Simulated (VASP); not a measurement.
A convergence study with VASP on BaTiO3 (cubic perovskite): one setting is varied, all else stays as given below, so the limit is that of these other settings.

```yaml
crystal:
  lattice:
    - [4.00000, 0.00000, 0.00000]
    - [0.00000, 4.00000, 0.00000]
    - [0.00000, 0.00000, 4.00000]
  atoms:
    - { symbol: Ba, position: [0.00000, 0.00000, 0.00000] }
    - { symbol: Ti, position: [0.50000, 0.50000, 0.50000] }
    - { symbol: O, position: [0.50000, 0.00000, 0.50000] }
    - { symbol: O, position: [0.00000, 0.50000, 0.50000] }
    - { symbol: O, position: [0.50000, 0.50000, 0.00000] }
```

The numbers are results of PBE GGA, VASP's PBE PAW potentials (set 64) (plane waves; VASP), not measurements. The tightest run used: 700 eV cut-off, 10×10×10 Monkhorst-Pack mesh, Gaussian smearing of 0.050 eV, potentials Ba_sv Ti_sv O.

Problem. The settings run are 2×2×2 mesh; 3×3×3 mesh; 4×4×4 mesh; 5×5×5 mesh; 6×6×6 mesh; 7×7×7 mesh; 8×8×8 mesh; 9×9×9 mesh; 10×10×10 mesh. From which on does the energy per atom stay within 0.005 eV/atom of the tightest run?

Solution. From 4×4×4 mesh on: it is off by 0.0029 there and by no more than 0.005 in any finer run, while 3×3×3 mesh is off by 0.0202.
```
setting        E (eV/atom)  pressure (GPa)  irreducible k-points  difference judged (eV/atom)
-------------  -----------  --------------  --------------------  ---------------------------
2×2×2 mesh         -8.0673            3.51                     1                       0.0711
3×3×3 mesh         -7.9759            4.31                     4                       0.0202
4×4×4 mesh         -7.9990            3.99                     4                       0.0029
5×5×5 mesh         -7.9955            4.06                    10                       0.0007
6×6×6 mesh         -7.9962            4.03                    10                       0.0001
7×7×7 mesh         -7.9961            4.02                    20                       0.0000
8×8×8 mesh         -7.9961            4.02                    20                       0.0000
9×9×9 mesh         -7.9961            4.05                    35                       0.0000
10×10×10 mesh      -7.9961            4.02                    35                       0.0000
```

Left out are rungs that failed or repeat a setting and relaxations that didn't move; long series are thinned to 24 rows.

The compound is BaTiO3 in the cubic perovskite structure, the ideal cubic form; the compound distorts at low or room temperature. The cell was not relaxed at this level.
